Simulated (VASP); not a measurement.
Write the native input for VASP 6.6.1 that does the following.

| Quantity | Value |
| --- | --- |
| Task | relaxation of cell and atoms |
| Functional | LDA |
| Potentials or basis | VASP PAW LDA potentials, release 64 (Li_sv, Pb_d) |
| Cutoff | 600 eV |
| k mesh | 12 × 12 × 12 |
| Occupations | gaussian, width 0.1 eV |
| Spin | no spin polarisation |
| Dipole correction | no |
| Further INCAR settings | ALGO = Normal; EDIFF = 1e-06; IBRION = 2; EDIFFG = -0.005; NSW = 100; ISIF = 3 |

The structure of LiPb lies in POSCAR:

```
LiPb
1.0
    3.5220000000      0.0000000000      0.0000000000
    0.0000000000      3.5220000000      0.0000000000
    0.0000000000      0.0000000000      3.5220000000
Li Pb
1 1
Direct
    0.5000000000      0.5000000000      0.5000000000
    0.0000000000      0.0000000000      0.0000000000
```

The input as run:

INCAR

```
PREC = Accurate
ENCUT = 600
EDIFF = 1E-6
ISMEAR = 0
SIGMA = 0.1
LREAL = F
LASPH = T
NELM = 60
ALGO = Normal
ISIF = 3
LWAVE = F
LCHARG = F
GGA = CA
IBRION = 2
NSW = 100
EDIFFG = -0.005
```

KPOINTS

```
Automatic mesh
0
Gamma
  12 12 12
```

Potentials or basis: VASP PAW LDA potentials, release 64 (Li_sv, Pb_d).

The run is started by

```console
$ cat potpaw_LDA.64/Li_sv/POTCAR potpaw_LDA.64/Pb_d/POTCAR > POTCAR
$ mpirun -np 1 vasp_std > vasp.out
```

It gave:

```yaml
Relaxed_volume: 20.81 Å³/atom
Relaxed_cell: a = 3.466 Å, b = 3.466 Å, c = 3.466 Å, α = 90.00°, β = 90.00°, γ = 90.00°
Space_group_after_relaxing_to_0.05_Å: Pm-3m (No. 221)
Energy_gained_by_relaxing: 6.1 meV/atom
Ionic_steps: 9
Pressure_after_relaxing: 0.0 GPa
Band_gap_on_the_k_mesh: none (metal or under the smearing width)
```

Caveat: the cutoff is under 1.25 times the usual one of these potentials, so pressure, stress and relaxed cells hold a basis-set (Pulay) error.

Run time: 2.4 min on 1 thread of Intel(R) Xeon(R) Platinum 8488C (Sapphire Rapids), with other jobs on the host, peak memory 0.19 GiB.
